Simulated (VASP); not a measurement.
An input for Ansatz (written as the equivalent of a VASP run, and not itself run):

Ansatz 0.2 input:
```yaml
crystal:
  lattice:
    - [0.0000000, 1.8050000, 1.8050000]
    - [1.8050000, 0.0000000, 1.8050000]
    - [1.8050000, 1.8050000, 0.0000000]
  atoms:
    - { symbol: Cu, position: [0.0000000, 0.0000000, 0.0000000] }
kpoints:
  mp_grid: { grid: [16, 16, 16] }
hamiltonian:
  xc: pbe
  pseudopotentials: { kind: paw }
scf:
  occupations: { method: methfessel_paxton, width: 0.1 }
  max_iter: 100
output: { forces: true, stress: true, eigenvalues: true }
```

**Question.** Translate this input to VASP (INCAR, KPOINTS, POSCAR, choice of POTCAR).

**Answer.** Several could match; the one computed here: 
### KPOINTS
```
Automatic
0
G
 16 16 16
```

File POSCAR:
```
Cu
1
    0.0000000000     1.8050000000     1.8050000000
    1.8050000000     0.0000000000     1.8050000000
    1.8050000000     1.8050000000     0.0000000000
Cu
1
Direct
  0.0000000000   0.0000000000   0.0000000000
```

**INCAR**
```
ALGO  =  Normal
AMIX  =  0.2
BMIX  =  3.0
EDIFF  =  1E-6
ENCUT  =  400
GGA  =  PE
IMIX  =  1
ISIF  =  2
ISMEAR  =  1
LASPH  =  .TRUE.
LCHARG  =  .FALSE.
LMAXMIX  =  4
LREAL  =  .FALSE.
LWAVE  =  .FALSE.
NELM  =  100
PREC  =  Accurate
SIGMA  =  0.1
SYSTEM  =  Cu
```

POTCAR, in this order: Cu (PBE.64 set). Program: vasp_std.

What does not carry over: each code has its own PAW files, so the cut-off isn't converted (ENCUT is set for VASP's; basis.ecutwfc is left out, and Ansatz then takes the one that its files recommend); Ansatz stops its SCF on the density residual and VASP on the energy change (EDIFF).

The compound is Cu in the fcc structure. The cell was not relaxed at this level. The run is one of a series of settings (AMIX = 0.2, BMIX = 3.0, IMIX = 1 against the base run), some of them coarse on purpose.
